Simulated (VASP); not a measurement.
Data:

```xyz
2
Lattice="2.7329 0.0000 0.0000 0.0000 2.7329 0.0000 0.0000 0.0000 2.7329" Properties=species:S:1:pos:R:3 pbc="T T T"
Pd     0.0000     0.0000     0.0000
C      1.3664     1.3664     1.3664
```

Computed with PBEsol GGA, VASP's PBE PAW potentials (set 64) (plane waves; VASP). Run with 520 eV cut-off, Gaussian smearing of 0.050 eV, potentials Pd C.

Q: Give the energies of bands 2 to 9 at the high-symmetry points, in eV from the Fermi level.

A: 
```csv
band,Γ,X,M,R
2,-5.65,-8.26,-4.81,-7.62
3,-5.65,-5.11,-4.41,-7.62
4,-2.01,-4.42,-4.41,-7.40
5,-2.01,-4.42,-3.16,-0.71
6,-2.01,-1.84,-3.16,-0.71
7,0.39,-0.31,-0.79,3.46
8,0.39,3.92,-0.42,3.46
9,0.39,3.92,1.84,3.46
```

It has no gap at this level: it comes out as a metal or semimetal.

The structure was generated: PdC was put into the CsCl type type (Pm-3m), which need not be its known phase. It was relaxed first, which changed the volume by -7 %.
